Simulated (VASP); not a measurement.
Given:

```yaml
crystal:
  lattice:
    - [2.69932, 0.00000, 0.00000]
    - [-1.34966, 2.33768, 0.00000]
    - [0.00000, 0.00000, 4.36327]
  atoms:
    - { symbol: Rh, position: [0.66667, 0.33333, 0.75000] }
    - { symbol: Rh, position: [0.33333, 0.66667, 0.25000] }
```

Calculation: r2SCAN meta-GGA, VASP's PBE PAW potentials (set 64) (plane waves; VASP). Settings: 400 eV cut-off, 17×17×10 Γ-centred mesh, tetrahedra with Blöchl corrections, potentials Rh_pv.

Estimate the energy per atom (σ→0), band gap (over mesh and band path) with the smallest direct gap where there is one.

```json
{
  "band gap (over mesh and band path)": "none (metal, semimetal or under 0.01 eV)",
  "energy per atom (σ→0)": "-24.090 eV/atom"
}
```

The absolute energy has meaning only against runs of the same code, potentials and settings.

The structure comes from a computed database's Rh entry (P6_3/mmc); how it stands against other phases isn't given here. It was relaxed first.
